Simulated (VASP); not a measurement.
# HPbNO4 (P1) in VASP: a series of runs

Aim: see how the results for HPbNO4 move with the level of theory and the settings. Levels: PBE, B3LYP, r2SCANh. Tasks: single point.

Everything below comes from runs of VASP 6.6.1. Logs are shortened: lines on timing, memory, paths and dates and some standing lists are left out, and cuts for length are marked.

**1. The crystal as given**

The typed cell holds 7 atoms: a = 3.858 Å, b = 5.535 Å, c = 6.055 Å, α = 106.62°, β = 93.97°, γ = 90.45°.

The cell was built by a generator and needn't be a form met in nature.

**2. Single point, PBE**

The input, INCAR:

```
SYSTEM = HPbNO4
  PREC = Accurate
  ENCUT = 520
  EDIFF = 1E-6
  ISMEAR = -1
  SIGMA = 0.05
  LREAL = .False.
  LASPH = .True.
  NELM = 100
  ALGO = Fast
  ISIF = 2
  LWAVE = .False.
  LCHARG = .False.
  GGA = PE
  NBANDS = 31
```

The input, KPOINTS:

```
regular mesh
0
Gamma
  7 5 5
  0 0 0
```

The input, POSCAR:

```
HPbNO4
1.0
    3.8540400000      0.1438400000      0.0901200000
   -0.2532000000      5.5269800000      0.1647100000
   -0.4819700000     -1.9272000000      5.7202500000
H Pb N O
1 1 1 4
Direct
    0.1091300000      0.6571800000      0.5446300000
    0.6102900000      0.5212700000      0.1510000000
    0.9158000000      0.9626300000      0.9586700000
    0.0138400000      0.1363900000      0.8808400000
    0.7239800000      0.0105700000      0.1285800000
    0.0038900000      0.7373200000      0.8704300000
    0.1192700000      0.5932400000      0.3765100000
```

Potentials or basis: VASP PAW PBE potentials, release 64 (H, Pb_d, N, O).

The run is started by

```
cat potpaw_PBE.64/H/POTCAR potpaw_PBE.64/Pb_d/POTCAR potpaw_PBE.64/N/POTCAR potpaw_PBE.64/O/POTCAR > POTCAR
mpirun -np 1 vasp_std > vasp.out
```

OUTCAR:

```text
SYSTEM = HPbNO4
   PREC = Accurate
   ENCUT = 520
   EDIFF = 1E-6
   ISMEAR = -1
   LREAL = .False.
   LASPH = .True.
   NELM = 100
   ISIF = 2
   GGA = PE

 ion  position               nearest neighbor table
   1  0.109  0.657  0.545-   7 0.98
   2  0.610  0.521  0.151-   7 2.28   7 2.38   5 2.78   5 2.83   4 2.84   6 2.85
   3  0.916  0.963  0.959-   4 1.25   6 1.27   5 1.28
   4  0.014  0.136  0.881-   3 1.25   2 2.84
   5  0.724  0.011  0.129-   3 1.28   2 2.78   2 2.83
   6  0.004  0.737  0.870-   3 1.27   2 2.85
   7  0.119  0.593  0.377-   1 0.98   2 2.28   2 2.38

  LATTYP: Found a triclinic cell.
 ALAT       =     6.9506566964
 B/A-ratio  =     0.5550232440
 C/A-ratio  =     0.7963604173
 COS(alpha) =     0.0077737674
 COS(beta)  =     0.2535091708
 COS(gamma) =     0.4946358889

  Lattice vectors:

 A1 = (  -3.3720700000,   1.7833600000,  -5.8103700000)
 A2 = (  -3.8540400000,  -0.1438400000,  -0.0901200000)
 A3 = (  -0.2532000000,   5.5269800000,   0.1647100000)

Analysis of symmetry for initial positions (statically):
=====================================================================
 Subroutine PRICEL returns:
 Original cell was already a primitive cell.

 Routine SETGRP: Setting up the symmetry group for a
 triclinic supercell.

 Subroutine GETGRP returns: Found  1 space group operations
 (whereof  1 operations were pure point group operations)
 out of a pool of  2 trial point group operations.

The static configuration has the point symmetry C_1 .

Analysis of symmetry for dynamics (positions and initial velocities):
=====================================================================
 Subroutine PRICEL returns:
 Original cell was already a primitive cell.

 Routine SETGRP: Setting up the symmetry group for a
 triclinic supercell.

 Subroutine GETGRP returns: Found  1 space group operations
 (whereof  1 operations were pure point group operations)
 out of a pool of  2 trial point group operations.

The dynamic configuration has the point symmetry C_1 .

 Subroutine INISYM returns: Found  1 space group operations
 (whereof  1 operations are pure point group operations),
 and found     1 'primitive' translations

----------------------------------------------------------------------------------------

                                     Primitive cell

  volume of cell :     123.5525

  direct lattice vectors                    reciprocal lattice vectors
     3.854040000  0.143840000  0.090120000     0.258457951  0.011080161  0.025509840
    -0.253200000  5.526980000  0.164710000    -0.008065233  0.178786348  0.059555063
    -0.481970000 -1.927200000  5.720250000    -0.003839658 -0.005322572  0.172700798

  length of vectors
     3.857776028  5.535227867  6.055382315     0.259950062  0.188617103  0.172825456

  position of ions in fractional coordinates (direct lattice)
     0.109130000  0.657180000  0.544630000
     0.610290000  0.521270000  0.151000000
     0.915800000  0.962630000  0.958670000
     0.013840000  0.136390000  0.880840000
     0.723980000  0.010570000  0.128580000
     0.003890000  0.737320000  0.870430000
     0.119270000  0.593240000  0.376510000

  ion indices of the primitive-cell ions
   primitive index   ion index
                 1           1
                 2           2
                 3           3
                 4           4
                 5           5
                 6           6
                 7           7

----------------------------------------------------------------------------------------

 KPOINTS: regular mesh

Automatic generation of k-mesh.
 Grid dimensions read from file:
 generate k-points for:    7    5    5

 Generating k-lattice:

  Cartesian coordinates                     Fractional coordinates (reciprocal lattice)
     0.036922564  0.001582880  0.003644263     0.142857143 -0.000000000  0.000000000
    -0.001613047  0.035757270  0.011911013     0.000000000  0.200000000  0.000000000
    -0.000767932 -0.001064514  0.034540160    -0.000000000 -0.000000000  0.200000000

  Length of vectors
     0.037135723  0.037723421  0.034565091

  Shift w.r.t. Gamma in fractional coordinates (k-lattice)
     0.000000000  0.000000000  0.000000000

 Subroutine IBZKPT returns following result:
 ===========================================

 Found     88 irreducible k-points:

 Following reciprocal coordinates:
            Coordinates               Weight
  0.000000  0.000000  0.000000      1.000000
  0.142857  0.000000  0.000000      2.000000
  0.285714  0.000000  0.000000      2.000000
  0.428571  0.000000  0.000000      2.000000
  0.000000  0.200000  0.000000      2.000000
  0.142857  0.200000  0.000000      2.000000
[... 16 lines left out ...]
 -0.428571 -0.000000  0.200000      2.000000
 -0.285714 -0.000000  0.200000      2.000000
 [... further k-points ...]
   k-points           NKPTS =     88   k-points in BZ     NKDIM =     88   number of bands    NBANDS=     31
[... 63 lines left out ...]
  free energy    TOTEN  =       -40.40205783 eV

  energy without entropy =      -40.40205783  energy(sigma->0) =      -40.40205783

 E-fermi :   0.4333     XC(G=0):  -7.5545

 val. band max:       -0.7138248182   @ k =  -0.4286  -0.4000   0.4000
 cond. band min:       2.4245520050   @ k =   0.4286  -0.0000   0.4000
 fundamental gap:      3.1383768231
 Fermi energy:         0.4333444427

 k-point     1 :       0.0000    0.0000    0.0000
  band No.  band energies     occupation
      1     -26.4497      2.00000
      2     -21.0427      2.00000
      3     -20.8016      2.00000
      4     -18.2157      2.00000
      5     -15.7747      2.00000
      6     -15.7510      2.00000
[... 23 lines left out ...]
     30       9.4298      0.00000
     31      10.1054      0.00000

 k-point     2 :       0.1429    0.0000    0.0000
  band No.  band energies     occupation
      1     -26.4428      2.00000
      2     -21.0405      2.00000
      3     -20.8103      2.00000
      4     -18.2151      2.00000
      5     -15.7747      2.00000
      6     -15.7632      2.00000
[... 23 lines left out ...]
     30       9.5644      0.00000
     31      10.3705      0.00000

 k-point     3 :       0.2857    0.0000    0.0000
  band No.  band energies     occupation
      1     -26.4274      2.00000
      2     -21.0362      2.00000
      3     -20.8296      2.00000
      4     -18.2154      2.00000
      5     -15.7792      2.00000
      6     -15.7746      2.00000
[... 23 lines left out ...]
     30       9.8488      0.00000
     31      10.3626      0.00000

 k-point     4 :       0.4286    0.0000    0.0000
  band No.  band energies     occupation
      1     -26.4149      2.00000
      2     -21.0332      2.00000
      3     -20.8449      2.00000
      4     -18.2173      2.00000
      5     -15.7824      2.00000
      6     -15.7743      2.00000
[... 23 lines left out ...]
     30       9.9516      0.00000
     31      10.4853      0.00000

 k-point     5 :       0.0000    0.2000    0.0000
  band No.  band energies     occupation
      1     -26.4485      2.00000
      2     -21.0487      2.00000
      3     -20.7992      2.00000
      4     -18.2144      2.00000
      5     -15.7778      2.00000
      6     -15.7535      2.00000
[... 23 lines left out ...]
     30       9.8690      0.00000
     31      10.4009      0.00000
[... 542 lines left out ...]
     30       9.9185      0.00000
     31      10.1975      0.00000

 k-point    22 :       0.4286    0.0000    0.2000
  band No.  band energies     occupation
      1     -26.4148      2.00000
      2     -21.0332      2.00000
      3     -20.8453      2.00000
      4     -18.2170      2.00000
      5     -15.7824      2.00000
      6     -15.7742      2.00000
[... 23 lines left out ...]
     30       9.8294      0.00000
     31      10.5925      0.00000

 k-point    23 :      -0.4286   -0.0000    0.2000
  band No.  band energies     occupation
      1     -26.4148      2.00000
      2     -21.0331      2.00000
      3     -20.8454      2.00000
      4     -18.2173      2.00000
      5     -15.7824      2.00000
      6     -15.7742      2.00000
[... 23 lines left out ...]
     30       9.8871      0.00000
     31      10.5273      0.00000

 k-point    24 :      -0.2857   -0.0000    0.2000
  band No.  band energies     occupation
      1     -26.4272      2.00000
      2     -21.0362      2.00000
      3     -20.8303      2.00000
      4     -18.2157      2.00000
      5     -15.7790      2.00000
      6     -15.7746      2.00000
[... 23 lines left out ...]
     30       9.8875      0.00000
     31      10.4755      0.00000

 [... further k-points ...]

------------------------ aborting loop because EDIFF is reached ----------------------------------------

  FORCE on cell =-STRESS in cart. coord.  units (eV):
  Direction    XX          YY          ZZ          XY          YZ          ZX
  --------------------------------------------------------------------------------------
  -------------------------------------------------------------------------------------
  Total        0.1615717      0.6291408      0.3701769      0.0306386      0.0150718     -0.3227502
  in kB        2.0951937      8.1584336      4.8002977      0.3973087      0.1954454     -4.1852892
  external PRESSURE =       5.0179750 kB  Pullay stress =       0.0000000 kB

 VOLUME and BASIS-vectors are now :
 -----------------------------------------------------------------------------
  energy-cutoff  :      520.00
  volume of cell :      123.55
      direct lattice vectors                 reciprocal lattice vectors
     3.854040000  0.143840000  0.090120000     0.258457951  0.011080161  0.025509840
    -0.253200000  5.526980000  0.164710000    -0.008065233  0.178786348  0.059555063
    -0.481970000 -1.927200000  5.720250000    -0.003839658 -0.005322572  0.172700798

 POSITION                                       TOTAL-FORCE (eV/Angst)
 -----------------------------------------------------------------------------------
     -0.00830      2.59831      3.23350        -0.010058     -0.002185      0.099706
      2.14732      2.67783      1.00462        -0.016542     -0.000855     -0.017554
      2.82374      3.60462      5.72492        -0.015436     -0.045788      0.019132
     -0.40573     -0.94174      5.06234         0.126291      0.381209     -0.131932
      2.72560     -0.08524      0.80250        -0.231959     -0.026008      0.262523
     -0.59122      2.39822      5.10087         0.127034     -0.307230     -0.154459
      0.12800      2.57037      2.26219         0.020669      0.000856     -0.077416
 -----------------------------------------------------------------------------------
    total drift:                               -0.000303     -0.000286      0.000781

  FREE ENERGIE OF THE ION-ELECTRON SYSTEM (eV)
  ---------------------------------------------------
  free  energy   TOTEN  =       -40.4020578344 eV

  energy  without entropy=      -40.4020578344  energy(sigma->0) =      -40.40205783
```

Run time: 3.3 min. Hardware: 1 thread of Intel Xeon 6975P-C (Granite Rapids), shared host; peak memory 0.45 GiB.

What came out:

| Quantity | Value |
| --- | --- |
| Free energy | -40.4021 eV |
| Pressure | 0.5 GPa |
| Largest force | 0.423 eV/Å |
| Band gap on the k mesh | 3.14 eV, indirect (least direct gap 3.22 eV) |

Forces on the atoms (eV/Å):
```
H   -0.010 -0.002  0.100
Pb  -0.017 -0.001 -0.018
N   -0.015 -0.046  0.019
O    0.126  0.381 -0.132
O   -0.232 -0.026  0.263
O    0.127 -0.307 -0.154
O    0.021  0.001 -0.077
```

Stress tensor (GPa, compression positive):
```
 0.21  0.04 -0.42
 0.04  0.82  0.02
-0.42  0.02  0.48
```

Caveat: the standard files for N, O and F lose accuracy on very short bonds; spin-orbit coupling is left out, which as a rule narrows the gap of such compounds by several tenths of an eV; an odd mesh through Γ misses points on the zone boundary, where band edges often lie.

**3. Single point, B3LYP**

POSCAR is that of step 2.

The input, INCAR.step1:

```
SYSTEM = HPbNO4
PREC     = Accurate       ! precision mode
ENCUT    = 520            ! plane-wave cutoff, eV
EDIFF    = 1E-5           ! SCF threshold, eV
ISMEAR   = -1             ! smearing method
SIGMA    = 0.05           ! smearing width, eV
LREAL    = .FALSE.        ! projectors in reciprocal space
LASPH    = .TRUE.         ! aspherical terms in the spheres
NELM     = 100            ! most SCF steps
ALGO     = Normal         ! electronic algorithm
ISIF     = 2              ! what is computed and relaxed
LWAVE    = .TRUE.         ! write WAVECAR
NBANDS   = 31             ! bands
GGA      = PE             ! functional
```

The input, INCAR.step2:

```
SYSTEM = HPbNO4
PREC     = Accurate       ! precision mode
ENCUT    = 520            ! plane-wave cutoff, eV
EDIFF    = 1E-6           ! SCF threshold, eV
ISMEAR   = -1             ! smearing method
SIGMA    = 0.05           ! smearing width, eV
LREAL    = .FALSE.        ! projectors in reciprocal space
LASPH    = .TRUE.         ! aspherical terms in the spheres
NELM     = 100            ! most SCF steps
ALGO     = Normal         ! electronic algorithm
ISIF     = 2              ! what is computed and relaxed
LWAVE    = .FALSE.        ! write WAVECAR
LCHARG   = .TRUE.         ! write CHGCAR
GGA      = B3             ! functional
LHFCALC  = .TRUE.         ! exact exchange
AEXX     = 0.2            ! exact-exchange fraction
AGGAX    = 0.72         
AGGAC    = 0.81         
ALDAC    = 0.19         
PRECFOCK = Fast         
HFRCUT   = -1           
LELF     = .TRUE.         ! ELF
LVHAR    = .TRUE.       
NBANDS   = 31             ! bands
ISTART   = 1
```

The input, KPOINTS:

```
regular mesh
0
G
  3 2 2
  0 0 0
```

Potentials or basis: VASP PAW PBE potentials, release 64 (H, Pb_d, N, O).

The run is started by

```
cat potpaw_PBE.64/H/POTCAR potpaw_PBE.64/Pb_d/POTCAR potpaw_PBE.64/N/POTCAR potpaw_PBE.64/O/POTCAR > POTCAR
cp INCAR.step1 INCAR
mpirun -np 1 vasp_std > vasp.out
cp INCAR.step2 INCAR
mpirun -np 1 vasp_std > vasp.out
```

Run time: 4.5 min. Hardware: 1 thread of Intel Xeon Platinum 8375C at 2.90GHz (Ice Lake), shared host; peak memory 0.27 GiB.

It converged, with:

* Free energy: -50.1794 eV
* Pressure: -0.6 GPa
* Largest force: 0.469 eV/Å
* Band gap on the k mesh: 4.76 eV, indirect (least direct gap 4.89 eV)

Forces in eV/Å, atoms in the order of the input:
```
H    0.072 -0.024 -0.384
Pb  -0.057 -0.005  0.045
N    0.013 -0.052  0.001
O   -0.119 -0.334  0.146
O    0.307  0.049 -0.351
O   -0.141  0.343  0.183
O   -0.074  0.023  0.360
```

Stress tensor (GPa, compression positive):
```
-0.35 -0.03  0.52
-0.03 -0.52  0.05
 0.52  0.05 -1.05
```

Levels at points of the mesh, in eV from the valence-band top:
| k point | band 19 | band 20 | band 21 | band 22 | band 23 | band 24 | band 25 | band 26 |
| --- | --- | --- | --- | --- | --- | --- | --- | --- |
| (0.00, 0.00, 0.00) | -1.96 | -1.67 | -1.04 | -0.93 | 5.14 | 5.93 | 7.46 | 7.64 |
| (0.00, 0.50, 0.00) | -1.69 | -1.33 | -1.19 | -1.00 | 5.21 | 5.87 | 6.27 | 9.13 |
| (0.00, 0.00, 0.50) | -1.73 | -1.43 | -1.12 | -0.88 | 4.89 | 5.40 | 7.44 | 8.93 |
| (0.00, 0.50, 0.50) | -1.75 | -1.24 | -1.16 | -0.95 | 5.17 | 5.57 | 6.28 | 9.06 |

Caveat: the k mesh is coarse (spacing up to 0.59 Å⁻¹), so the values aren't converged, least of all with exact exchange; the standard files for N, O and F lose accuracy on very short bonds; the PAW data sets were made with another functional, which shifts forces and pressure a little; spin-orbit coupling is left out, which as a rule narrows the gap of such compounds by several tenths of an eV; an odd mesh through Γ misses points on the zone boundary, where band edges often lie.

**4. Single point, r2SCANh**

POSCAR is that of step 3.

The input, INCAR.step1:

```
SYSTEM = HPbNO4
  PREC = Accurate
  ENCUT = 520
  EDIFF = 1E-5
  ISMEAR = -1
  SIGMA = 0.05
  LREAL = .False.
  LASPH = .True.
  NELM = 100
  ALGO = Normal
  ISIF = 2
  LWAVE = .True.
  LCHARG = .False.
  GGA = PE
  NBANDS = 31
```

The input, INCAR.step2:

```
SYSTEM = HPbNO4
  PREC = Accurate
  ENCUT = 520
  EDIFF = 1E-6
  ISMEAR = -1
  SIGMA = 0.05
  LREAL = .False.
  LASPH = .True.
  NELM = 100
  ALGO = Normal
  ISIF = 2
  LWAVE = .False.
  LCHARG = .False.
  METAGGA = R2SCAN
  LHFCALC = .True.
  AEXX = 0.1
  LMIXTAU = .True.
  PRECFOCK = Fast
  HFRCUT = -1
  ISTART = 1
  NBANDS = 31
```

The input, KPOINTS:

```
Automatic mesh
0
Gamma
  3 2 2
  0 0 0
```

The run is started by

```
cat potpaw_PBE.64/H/POTCAR potpaw_PBE.64/Pb_d/POTCAR potpaw_PBE.64/N/POTCAR potpaw_PBE.64/O/POTCAR > POTCAR
cp INCAR.step1 INCAR
mpirun -np 1 vasp_std > vasp.out
cp INCAR.step2 INCAR
mpirun -np 1 vasp_std > vasp.out
```

Wall time 6.2 min (1 thread of Intel Xeon Platinum 8488C (Sapphire Rapids), shared host); peak memory 0.29 GiB.

Results (log left out):

* Free energy: -98.0875 eV
* Pressure: -2.7 GPa
* Largest force: 0.678 eV/Å
* Band gap on the k mesh: 4.28 eV, indirect (least direct gap 4.41 eV)

Forces in eV/Å, atoms in the order of the input:
```
H    0.070 -0.015 -0.473
Pb   0.051  0.005  0.095
N   -0.018 -0.054  0.050
O   -0.179 -0.509  0.266
O    0.428  0.052 -0.524
O   -0.219  0.492  0.318
O   -0.132  0.029  0.268
```

Stress tensor (GPa, compression positive):
```
-2.59 -0.03  0.72
-0.03 -2.64 -0.02
 0.72 -0.02 -2.75
```

Levels at points of the mesh, in eV from the valence-band top:
| k point | band 18 | band 19 | band 20 | band 21 | band 22 | band 23 | band 24 | band 25 | band 26 | band 27 |
| --- | --- | --- | --- | --- | --- | --- | --- | --- | --- | --- |
| (0.00, 0.00, 0.00) | -2.10 | -1.89 | -1.64 | -0.95 | -0.76 | 4.64 | 5.54 | 7.08 | 7.23 | 9.25 |
| (0.00, 0.50, 0.00) | -2.05 | -1.65 | -1.26 | -1.08 | -0.88 | 4.70 | 5.48 | 5.88 | 8.75 | 9.24 |
| (0.00, 0.00, 0.50) | -1.92 | -1.69 | -1.38 | -1.00 | -0.73 | 4.44 | 4.96 | 7.06 | 8.53 | 9.66 |
| (0.00, 0.50, 0.50) | -2.03 | -1.71 | -1.13 | -1.07 | -0.84 | 4.67 | 5.17 | 5.90 | 8.68 | 9.38 |

Caveat: the k mesh is coarse (spacing up to 0.59 Å⁻¹), so the values aren't converged, least of all with exact exchange; the standard files for N, O and F lose accuracy on very short bonds; the PAW data sets were made with another functional, which shifts forces and pressure a little; spin-orbit coupling is left out, which as a rule narrows the gap of such compounds by several tenths of an eV; an odd mesh through Γ misses points on the zone boundary, where band edges often lie.

**5. Summary**

```csv
level,k mesh,exchange at q = 0,grid for exact exchange (PRECFOCK),mesh quality,gap on the mesh (eV),pressure (GPa),largest force (eV/Å)
PBE,7 × 5 × 5,-,-,not flagged,3.14,0.5,0.42
B3LYP,3 × 2 × 2,truncated,Fast,coarse,4.76,-0.6,0.47
r2SCANh,3 × 2 × 2,truncated,Fast,coarse,4.28,-2.7,0.68
```

Alike in all rows: task single point; potentials or basis VASP PAW PBE potentials, release 64 (H, Pb_d, N, O); no spin polarisation; cell as given; cutoff (eV) 520; smearing fermi-dirac 0.05 eV.

Caveats: some runs use coarse meshes; the standard files for N, O and F lose accuracy on very short bonds; spin-orbit coupling is left out, which as a rule narrows the gap of such compounds by several tenths of an eV; an odd mesh through Γ misses points on the zone boundary, where band edges often lie; the PAW data sets were made with another functional, which shifts forces and pressure a little (some runs).

Total energies depend on the potentials used, so only differences within one code and one set of settings carry meaning.
